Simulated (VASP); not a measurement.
An input for Quantum ESPRESSO's pw.x (written as the equivalent of a VASP run, and not itself run):

```
&CONTROL
  calculation = 'scf'
  pseudo_dir = './pseudo'
  outdir = './out'
  tprnfor = .true.
  tstress = .true.
/
&SYSTEM
  ibrav = 0
  nat = 6
  ntyp = 2
  ecutwfc = 84
  occupations = 'smearing'
  smearing = 'gaussian'
  degauss = 0.000735
  input_dft = 'pbe'
/
&ELECTRONS
  conv_thr = 7.3e-08
  electron_maxstep = 100
/
ATOMIC_SPECIES
  Zr 91.224 Zr.upf
  O 15.999 O.upf
CELL_PARAMETERS angstrom
     3.6001700    0.0000000    0.0000000
     0.0000000    3.6001700    0.0000000
     0.0000000    0.0000000    5.2251600
ATOMIC_POSITIONS crystal
  Zr   0.0075310 -0.0001470 -0.0002400
  Zr   0.5028490  0.4959060  0.4980350
  O   -0.0028470  0.5087200  0.3031940
  O    0.0026040  0.5047850  0.7993060
  O    0.4912320 -0.0081890  0.2019110
  O    0.4986310 -0.0010740  0.6977930
K_POINTS automatic
  5 5 4 0 0 0
HUBBARD {ortho-atomic}
U Zr-4d 3
```

Problem. Translate this input to VASP (INCAR, KPOINTS, POSCAR, choice of POTCAR).

Solution. One answer among several that fit: 
File KPOINTS:
```
Regular mesh
0
gamma
5 5 4
0 0 0
```

File POSCAR:
```
ZrO2
3.600170
  1.0000000000   0.0000000000   0.0000000000
  0.0000000000   1.0000000000   0.0000000000
  0.0000000000   0.0000000000   1.4513647967
Zr O
2 4
Cart
  0.0075310000  -0.0001470000  -0.0003483276
  0.5028490000   0.4959060000   0.7228304665
 -0.0028470000   0.5087200000   0.4400450982
  0.0026040000   0.5047850000   1.1600845902
  0.4912320000  -0.0081890000   0.2930465175
  0.4986310000  -0.0010740000   1.0127521956
```

### INCAR
```
SYSTEM  =  ZrO2
PREC  =  Accurate; ENCUT  =  400; LREAL  =  F
LASPH  =  T
EDIFF  =  1E-6; NELM  =  100; ALGO  =  Normal
LMAXMIX  =  4
ISMEAR  =  0; SIGMA  =  0.01
GGA  =  PE
LDAUL  =  2 -1
LDAUU  =  3.0 0
LDAUJ  =  0 0
LDAU  =  T; LDAUTYPE  =  2
ISIF  =  2
LWAVE  =  F; LCHARG  =  F
```

POTCAR, in this order: Zr_sv O (PBE.64 set). Program: vasp_std.

What does not carry over: the potentials are each code's own (VASP's PAW set, PseudoDojo norm-conserving files in pw.x), so ENCUT and ecutwfc are chosen apart and not converted; conv_thr bounds pw.x's estimated SCF error, while EDIFF bounds the energy change between steps; the +U projectors differ (PAW spheres against orthogonalised atomic orbitals), so the same U acts differently.

The structure comes from a computed database's ZrO2 entry; how it stands against other phases isn't given here. The cell was not relaxed at this level, atoms are displaced from their ideal sites. The run is one of a series of settings (LDAU = .TRUE., LDAUJ = 0 0, LDAUL = 2 -1, LDAUTYPE = 2, LDAUU = 3.0 0 against the base run), some of them coarse on purpose.
